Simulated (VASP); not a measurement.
Input:

```xyz
2
Lattice="0.0000 3.0995 3.0995 3.0995 0.0000 3.0995 3.0995 3.0995 0.0000" Properties=species:S:1:pos:R:3 pbc="T T T"
Sn     0.0000     0.0000     0.0000
Se     1.5497     1.5497     1.5497
```

Computed with PBEsol GGA, VASP's PBE PAW potentials (set 64) (plane waves; VASP 6.6.1). Settings: 500 eV cut-off, 10×10×10 Γ-centred mesh, first-order Methfessel-Paxton smearing of 0.10 eV, potentials Sn_d Se.

Energy and stress use the plane-wave basis of the starting cell.

Question: The ions, cell shape and volume at an external pressure of 20.0 GPa are relaxed. Which structure does the run end with?

Answer: 
```xyz
2
Lattice="0.0000 2.9775 2.9775 2.9775 0.0000 2.9775 2.9775 2.9775 0.0000" Properties=species:S:1:pos:R:3 pbc="T T T"
Sn     5.9551     2.9775     2.9775
Se     1.4888     1.4888     1.4888
```
Space group F-43m (216), at a tolerance of 0.03 Å.

Question: How do energy and volume change from the first to the last step?

Answer: The energy (σ→0) changes by +307.4 meV/atom and the volume by -11.3 %, in 4 ionic steps.

The structure was generated: SnSe was put into the zinc blende type (F-43m), which need not be its known phase. This run relaxes it under an external pressure of 20 GPa. Symmetry was kept, so distortions that lower it aren't found.
